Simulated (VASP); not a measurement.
Output of a VASP run:

OUTCAR:
```
 ion  position               nearest neighbor table
   1  0.000  0.000  0.000-   2 2.29   2 2.29   2 2.29   2 2.29   2 2.29   2 2.29
   2  0.500  0.500  0.500-   1 2.29   1 2.29   1 2.29   1 2.29   1 2.29   1 2.29
  LATTYP: Found a face centered cubic cell.
 ALAT       =     4.5846732118
 Subroutine PRICEL returns:
 Original cell was already a primitive cell.
 Subroutine GETGRP returns: Found 48 space group operations
The static configuration has the point symmetry O_h .
The dynamic configuration has the point symmetry O_h .
 Subroutine INISYM returns: Found 48 space group operations
 Subroutine IBZKPT returns following result:
 Found    104 irreducible k-points:

 Following reciprocal coordinates:
            Coordinates               Weight
  0.000000  0.000000  0.000000      1.000000
  0.071429  0.000000  0.000000      8.000000
  0.142857  0.000000  0.000000      8.000000
  0.214286  0.000000  0.000000      8.000000
  0.285714  0.000000  0.000000      8.000000
  0.357143  0.000000  0.000000      8.000000
  0.428571  0.000000  0.000000      8.000000
  0.500000  0.000000  0.000000      4.000000
  0.071429  0.071429  0.000000      6.000000
  0.142857  0.071429  0.000000     24.000000
  0.214286  0.071429  0.000000     24.000000
  0.285714  0.071429  0.000000     24.000000
  0.357143  0.071429  0.000000     24.000000
  0.428571  0.071429  0.000000     24.000000
  0.500000  0.071429  0.000000     24.000000
 -0.428571  0.071429  0.000000     24.000000
 -0.357143  0.071429  0.000000     24.000000
 -0.285714  0.071429  0.000000     24.000000
 -0.214286  0.071429  0.000000     24.000000
 -0.142857  0.071429  0.000000     24.000000
 -0.071429  0.071429  0.000000     12.000000
  0.142857  0.142857  0.000000      6.000000
  0.214286  0.142857  0.000000     24.000000
  0.285714  0.142857  0.000000     24.000000
  0.357143  0.142857  0.000000     24.000000
  0.428571  0.142857  0.000000     24.000000
  0.500000  0.142857  0.000000     24.000000
 -0.428571  0.142857  0.000000     24.000000
 -0.357143  0.142857  0.000000     24.000000
 -0.285714  0.142857  0.000000     24.000000
 -0.214286  0.142857  0.000000     24.000000
 -0.142857  0.142857  0.000000     12.000000
  0.214286  0.214286  0.000000      6.000000
  0.285714  0.214286  0.000000     24.000000
  0.357143  0.214286  0.000000     24.000000
  0.428571  0.214286  0.000000     24.000000
  0.500000  0.214286  0.000000     24.000000
 -0.428571  0.214286  0.000000     24.000000
 -0.357143  0.214286  0.000000     24.000000
 -0.285714  0.214286  0.000000     24.000000
   k-points           NKPTS =    104   k-points in BZ     NKDIM =    104   number of bands    NBANDS=     11
   number of dos      NEDOS =    301   number of ions     NIONS =      2
   total plane-waves  NPLWV =  13824
   dimension x,y,z NGX =    24 NGY =   24 NGZ =   24
   dimension x,y,z NGXF=    48 NGYF=   48 NGZF=   48
   ions per type =               1   1
   PREC   = accura    normal or accurate (medium, high low for compatibility)
   ISTART =      0    job   : 0-new  1-cont  2-samecut
   ICHARG =      2    charge: 1-file 2-atom 10-const
   ISPIN  =      1    spin polarized calculation?
   LNONCOLLINEAR =      F non collinear calculations
   LSORBIT =      F    spin-orbit coupling
   INIWAV =      1    electr: 0-lowe 1-rand  2-diag
   ENCUT  =  520.0 eV  38.22 Ry    6.18 a.u.   6.03  6.03  6.03*2*pi/ulx,y,z
   NELM   =    100;   NELMIN=  2; NELMDL= -5     # of ELM steps
   EDIFF  = 0.1E-06   stopping-criterion for ELM
   LREAL  =      F    real-space projection
   NLSPLINE    = F    spline interpolate recip. space projectors
   LMAXMIX     =    6 max onsite mixed and CHGCAR
   VOSKOWN=      0    Vosko Wilk Nusair interpolation
   EDIFFG = 0.1E-05   stopping-criterion for IOM
   NSW    =      0    number of steps for IOM
   NBLOCK =      1;   KBLOCK =      1    inner block; outer block
   IBRION =     -1    ionic relax: 0-MD 1-quasi-New 2-CG
...
```

**OSZICAR**
```
       N       E                     dE             d eps       ncg     rms          rms(c)
DAV:   1     0.262808786536E+02    0.26281E+02   -0.78563E+03  2296   0.122E+03
DAV:   2    -0.193913953390E+02   -0.45672E+02   -0.43146E+02  2968   0.216E+02
DAV:   3    -0.209873006623E+02   -0.15959E+01   -0.15815E+01  2935   0.312E+01
DAV:   4    -0.210000057515E+02   -0.12705E-01   -0.12692E-01  2728   0.301E+00
DAV:   5    -0.210001682361E+02   -0.16248E-03   -0.16242E-03  2967   0.277E-01    0.616E+01
DAV:   6    -0.179279824327E+02    0.30722E+01   -0.19941E+01  2510   0.233E+01    0.433E+01
DAV:   7    -0.178712073323E+02    0.56775E-01   -0.60084E-01  2611   0.606E+00    0.251E+01
DAV:   8    -0.178651338134E+02    0.60735E-02   -0.42466E-02  2560   0.216E+00    0.550E+00
DAV:   9    -0.178604717409E+02    0.46621E-02   -0.23150E-02  2619   0.900E-01    0.187E+00
DAV:  10    -0.178602902985E+02    0.18144E-03   -0.76943E-04  2684   0.241E-01    0.427E-01
DAV:  11    -0.178602835902E+02    0.67083E-05   -0.18053E-04  2662   0.100E-01    0.696E-02
DAV:  12    -0.178602815343E+02    0.20559E-05   -0.62432E-06  2671   0.233E-02    0.664E-02
DAV:  13    -0.178602809713E+02    0.56304E-06   -0.68596E-07  2747   0.785E-03    0.258E-03
DAV:  14    -0.178602809659E+02    0.54133E-08   -0.10346E-08  1312   0.110E-03
   1 F= -.17860281E+02 E0= -.17860255E+02  d E =-.788646E-04
```

OUTCAR:
```
------------------------ aborting loop because EDIFF is reached ----------------------------------------
  FORCE on cell =-STRESS in cart. coord.  units (eV):
  Direction    XX          YY          ZZ          XY          YZ          ZX
  --------------------------------------------------------------------------------------
  Total        1.1927551      1.1927551      1.1927551      0.0000000      0.0000000      0.0000000
  in kB       79.3225555     79.3225555     79.3225555      0.0000000      0.0000000      0.0000000
  external PRESSURE =      79.3225555 kB  Pullay stress =       0.0000000 kB
  volume of cell :       24.09
      direct lattice vectors                 reciprocal lattice vectors
     0.000000000  2.292336606  2.292336606    -0.218118054  0.218118054  0.218118054
     2.292336606  0.000000000  2.292336606     0.218118054 -0.218118054  0.218118054
     2.292336606  2.292336606  0.000000000     0.218118054  0.218118054 -0.218118054
 POSITION                                       TOTAL-FORCE (eV/Angst)
 -----------------------------------------------------------------------------------
      0.00000      0.00000      0.00000        -0.000000      0.000000      0.000000
      2.29234      2.29234      2.29234         0.000000     -0.000000     -0.000000
 -----------------------------------------------------------------------------------
    total drift:                                0.000000     -0.000000     -0.000000
  FREE ENERGIE OF THE ION-ELECTRON SYSTEM (eV)
  ---------------------------------------------------
  free  energy   TOTEN  =       -17.8602809659 eV

  energy  without entropy=      -17.8602021013  energy(sigma->0) =      -17.86025468
```
(Selected blocks of OUTCAR.)

POSCAR:
```
HfC
1
    0.0000000000     2.2923366059     2.2923366059
    2.2923366059     0.0000000000     2.2923366059
    2.2923366059     2.2923366059     0.0000000000
Hf C
1 1
Direct
  0.0000000000   0.0000000000   0.0000000000
  0.5000000000   0.5000000000   0.5000000000
```

### Question
Reconstruct the remaining input files.

### Answer
One answer among several that fit: the input of the run itself, optB86b-vdW, plane waves, VASP's PBE PAW potentials (set 64).

INCAR:
```
ALGO  =  Normal
LASPH  =  .TRUE.   # aspherical one-centre terms
NELM  =  100   # most electronic steps
GGA  =  MK
LREAL  =  .FALSE.   # projection in real space or not
EDIFF  =  1E-7
SIGMA  =  0.1
LMAXMIX  =  6   # l cut-off of mixed one-centre charges
ENCUT  =  520   # plane-wave cut-off (eV)
PARAM1  =  0.1234
SYSTEM  =  HfC
LUSE_VDW  =  .TRUE.
LCHARG  =  .FALSE.
ISIF  =  2   # forces and stress, cell fixed
LWAVE  =  .FALSE.
ISMEAR  =  1
PREC  =  Accurate
PARAM2  =  1.0
AGGAC  =  0.0
```

File KPOINTS:
```
K-points
0
G
 14 14 14
```

POTCAR, in this order: Hf_pv C (PBE.64 set). Program: vasp_std.

The compound is HfC in the rock salt structure. This cell is one point of a volume scan, at 0.97 of the reference volume.
